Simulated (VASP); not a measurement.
An input for Ansatz (written as the equivalent of a VASP run, and not itself run):

Ansatz 0.2 input:
```yaml
crystal:
  lattice:
    - [2.1850000, -3.7845310, 0.0000000]
    - [2.1850000, 3.7845310, 0.0000000]
    - [0.0000000, 0.0000000, 4.9500000]
  atoms:
    - { symbol: Se, position: [0.0000000, 0.2250000, 0.6666670] }
    - { symbol: Se, position: [0.7750000, 0.7750000, 0.0000000] }
    - { symbol: Se, position: [0.2250000, 0.0000000, 0.3333330] }
kpoints:
  mp_grid: { grid: [4, 4, 4] }
hamiltonian:
  xc: pbe
  pseudopotentials: { kind: paw }
scf:
  occupations: { method: gaussian, width: 0.01 }
  max_iter: 100
output: { forces: true, stress: true, eigenvalues: true }
```

Question: Write the VASP files for the same calculation (PBE).

Answer: This is not unique; one that fits is 
**POSCAR**
```
Se
1
    2.1850000000    -3.7845310000     0.0000000000
    2.1850000000     3.7845310000     0.0000000000
    0.0000000000     0.0000000000     4.9500000000
Se
3
Direct
  0.0000000000   0.2250000000   0.6666670000
  0.7750000000   0.7750000000   0.0000000000
  0.2250000000   0.0000000000   0.3333330000
```

File KPOINTS:
```
kpoints
0
G
4 4 4
0 0 0
```

**INCAR**
```
ALGO = Normal
EDIFF = 1E-8
ENCUT = 350
GGA = PE
ISMEAR = 0
LASPH = .True.
LCHARG = .False.
LREAL = .False.
LWAVE = .True.
NELM = 100
PREC = Normal
SIGMA = 0.01
SYSTEM = Se
```

POTCAR, in this order: Se_GW (PBE.64 set). Program: vasp_std.

Limits of the translation: each code has its own PAW files, so the cut-off isn't converted (ENCUT is set for VASP's; basis.ecutwfc is left out, and Ansatz then takes the one that its files recommend); Ansatz stops its SCF on the density residual and VASP on the energy change (EDIFF).

The compound is Se in the trig structure. The cell was not relaxed at this level.
